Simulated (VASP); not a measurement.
Method: PBE GGA with D4 dispersion, VASP's PBE PAW potentials (set 64) (plane waves; VASP).

A VASP calculation is set up with these files.

KPOINTS:
```
Automatic mesh
0
Gamma
  9 9 9
0 0 0
```

### INCAR
```
# general
SYSTEM  =  KF
PREC    =  Accurate
ENCUT   =  520
LREAL   =  .FALSE.
LASPH   =  .TRUE.

# electronic loop
EDIFF   =  1E-7
NELM    =  100
ALGO    =  Normal

# smearing
ISMEAR  =  0
SIGMA   =  0.05

# functional
GGA     =  PE
IVDW    =  13

# ions
ISIF    =  2

# output
LWAVE   =  .FALSE.
LCHARG  =  .FALSE.
```

**POSCAR**
```
KF
1
    0.0000000000     2.6658737641     2.6658737641
    2.6658737641     0.0000000000     2.6658737641
    2.6658737641     2.6658737641     0.0000000000
K F
1 1
Direct
  0.0000000000   0.0000000000   0.0000000000
  0.5000000000   0.5000000000   0.5000000000
```

POTCAR, in this order: K_sv F (PBE.64 set). Program: vasp_std.

The resulting files:

File OSZICAR:
```
       N       E                     dE             d eps       ncg     rms          rms(c)
DAV:   1     0.114509696073E+03    0.11451E+03   -0.84423E+03   840   0.129E+03
DAV:   2    -0.475433229218E+01   -0.11926E+03   -0.10780E+03  1056   0.328E+02
DAV:   3    -0.943730879663E+01   -0.46830E+01   -0.46613E+01  1084   0.627E+01
DAV:   4    -0.954793403797E+01   -0.11063E+00   -0.11054E+00  1256   0.871E+00
DAV:   5    -0.954895965444E+01   -0.10256E-02   -0.10256E-02  1060   0.972E-01    0.634E+00
DAV:   6    -0.831224492943E+01    0.12367E+01   -0.43511E+00   924   0.185E+01    0.388E+00
DAV:   7    -0.828755166323E+01    0.24693E-01   -0.13276E-01  1112   0.316E+00    0.234E+00
DAV:   8    -0.828516259793E+01    0.23891E-02   -0.54801E-02   904   0.278E+00    0.213E-01
DAV:   9    -0.828670208106E+01   -0.15395E-02   -0.69649E-03  1096   0.691E-01    0.121E-01
DAV:  10    -0.828725277640E+01   -0.55070E-03   -0.11110E-03   916   0.332E-01    0.588E-02
DAV:  11    -0.828735556572E+01   -0.10279E-03   -0.42366E-04   896   0.169E-01    0.243E-02
DAV:  12    -0.828734170728E+01    0.13858E-04   -0.84543E-05  1080   0.776E-02    0.640E-03
DAV:  13    -0.828734155717E+01    0.15011E-06   -0.48588E-06   928   0.223E-02    0.199E-03
DAV:  14    -0.828734158045E+01   -0.23276E-07   -0.36262E-07  1048   0.567E-03
   1 F= -.84303159E+01 E0= -.84303159E+01  d E =-.127892E-10
```

File OUTCAR:
```
------------------------ aborting loop because EDIFF is reached ----------------------------------------
  Edisp (eV):   -0.14297
  FORCE on cell =-STRESS in cart. coord.  units (eV):
  Direction    XX          YY          ZZ          XY          YZ          ZX
  --------------------------------------------------------------------------------------
  Total       0.24657     0.24657     0.24657    -0.00000    -0.00000     0.00000
  in kB      10.42580    10.42580    10.42580    -0.00000    -0.00000     0.00000
  external pressure =       10.43 kB  Pullay stress =        0.00 kB
  volume of cell :       37.89
      direct lattice vectors                 reciprocal lattice vectors
     0.000000000  2.665873764  2.665873764    -0.187555768  0.187555768  0.187555768
     2.665873764  0.000000000  2.665873764     0.187555768 -0.187555768  0.187555768
     2.665873764  2.665873764  0.000000000     0.187555768  0.187555768 -0.187555768
  FREE ENERGIE OF THE ION-ELECTRON SYSTEM (eV)
  ---------------------------------------------------
  free  energy   TOTEN  =        -8.4303158882 eV

  energy  without entropy=       -8.4303158882  energy(sigma->0) =       -8.43031589
```
(Selected blocks of OUTCAR.)

The compound is KF in the rock salt structure. This cell is one point of a volume scan, at 0.97 of the reference volume.
